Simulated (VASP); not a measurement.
VASP input:

**INCAR**
```
SYSTEM = WC
PREC = Accurate
ENCUT = 520
EDIFF = 1E-6
NELM = 100
ALGO = Normal
LREAL = .FALSE.
LASPH = .TRUE.
ISMEAR = 1
SIGMA = 0.1
GGA = PE
LMAXMIX = 6
LWAVE = .FALSE.
LCHARG = .FALSE.
ISIF = 2
LSORBIT = .TRUE.
MAGMOM = 0 0 0 0 0 0
GGA_COMPAT = .FALSE.
```

**POSCAR**
```
WC
1
    1.4550000000    -2.5201340000     0.0000000000
    1.4550000000     2.5201340000     0.0000000000
    0.0000000000     0.0000000000     2.8400000000
W C
1 1
Direct
  0.0000000000   0.0000000000   0.0000000000
  0.3333330000   0.6666670000   0.5000000000
```

File KPOINTS:
```
Automatic mesh
0
Gamma
11 11 10
0 0 0
```

POTCAR, in this order: W_sv C (PBE.64 set). Program: vasp_std.

### Question
What happens when VASP runs on this input?

### Answer
There is a fault: LSORBIT needs the non-collinear program vasp_ncl. VASP stops with an error: ERROR: Noncollinear calculations require that VASP is compiled without the flag -DNGXhalf and-DNGZhalf. You probably tried to run a noncollinear calculation (LNONCOLLINEAR=T) with the executable vasp_std. Use vasp_ncl instead! ----> I REFUSE TO CONTINUE WITH THIS SICK JOB ... BYE!!! <----

File standard output:
```
 POSCAR found type information on POSCAR W C
 POSCAR found :  2 types and       2 ions
 Reading from existing POTCAR

 -----------------------------------------------------------------------------
|                                                                             |
|     EEEEEEE  RRRRRR   RRRRRR   OOOOOOO  RRRRRR      ###     ###     ###     |
|     E        R     R  R     R  O     O  R     R     ###     ###     ###     |
|     E        R     R  R     R  O     O  R     R     ###     ###     ###     |
|     EEEEE    RRRRRR   RRRRRR   O     O  RRRRRR       #       #       #      |
|     E        R   R    R   R    O     O  R   R                               |
|     E        R    R   R    R   O     O  R    R      ###     ###     ###     |
|     EEEEEEE  R     R  R     R  OOOOOOO  R     R     ###     ###     ###     |
|                                                                             |
|     ERROR: Noncollinear calculations require that VASP is compiled          |
|     without the flag -DNGXhalf and-DNGZhalf.                                |
|     You probably tried to run a noncollinear calculation                    |
|     (LNONCOLLINEAR=T) with the executable vasp_std. Use vasp_ncl            |
|     instead!                                                                |
|                                                                             |
|       ---->  I REFUSE TO CONTINUE WITH THIS SICK JOB ... BYE!!! <----       |
|                                                                             |
 -----------------------------------------------------------------------------
```

To mend it, run vasp_ncl.

The mended run (PBE GGA with spin-orbit coupling, plane waves, VASP's PBE PAW potentials (set 64)) converges, and its OSZICAR ends with
```
   1 F= -.23197720E+02 E0= -.23197651E+02  d E =-.206774E-03  mag=    -0.0000     0.0000     0.0000
```

The compound is WC in the wc structure. The cell was not relaxed at this level.
